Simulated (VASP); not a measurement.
Given:

```
CELL_PARAMETERS angstrom
      4.46635     0.00000     0.00000
      0.00000     4.46635     0.00000
      0.00000     0.00000     4.46635
ATOMIC_POSITIONS crystal
  Al 0.00000 0.00000 0.00000
  Ga 0.50000 0.50000 0.00000
  Ga 0.00000 0.50000 0.50000
  Ga 0.50000 0.00000 0.50000
  N  0.75493 0.75493 0.24507
  N  0.75493 0.24507 0.75493
  N  0.24507 0.24507 0.24507
  N  0.24507 0.75493 0.75493
```

All values below come from PBEsol GGA, VASP's PBE PAW potentials (set 64) (plane waves; VASP). Settings: 520 eV cut-off, Gaussian smearing of 0.050 eV, potentials Al Ga_d N.

**Question.** Give the energies of bands 22 to 35 at the high-symmetry points, in eV from the valence-band maximum.

**Answer.** 
| band | Γ | X | M | R |
|---|---|---|---|---|
| 22 | -5.28 | -3.82 | -5.18 | -6.96 |
| 23 | -2.49 | -3.71 | -4.56 | -6.33 |
| 24 | -2.49 | -3.45 | -3.15 | -1.00 |
| 25 | -2.49 | -3.45 | -3.07 | -1.00 |
| 26 | -2.48 | -3.34 | -3.07 | -1.00 |
| 27 | -2.48 | -2.84 | -3.04 | -0.76 |
| 28 | -2.48 | -1.49 | -0.99 | -0.76 |
| 29 | 0.00 | -1.49 | -0.94 | -0.69 |
| 30 | 0.00 | -1.20 | -0.94 | -0.69 |
| 31 | 0.00 | -1.20 | -0.63 | -0.69 |
| 32 | 2.31 | 4.85 | 6.68 | 4.94 |
| 33 | 3.33 | 4.94 | 6.84 | 4.94 |
| 34 | 3.33 | 6.14 | 6.85 | 4.94 |
| 35 | 3.33 | 6.14 | 7.28 | 6.20 |

The gap is direct, 2.31 eV, from the valence maximum at Γ to the conduction minimum at Γ.

The structure comes from a computed database's AlGa3N4 entry (P-43m); how it stands against other phases isn't given here. It was relaxed first.
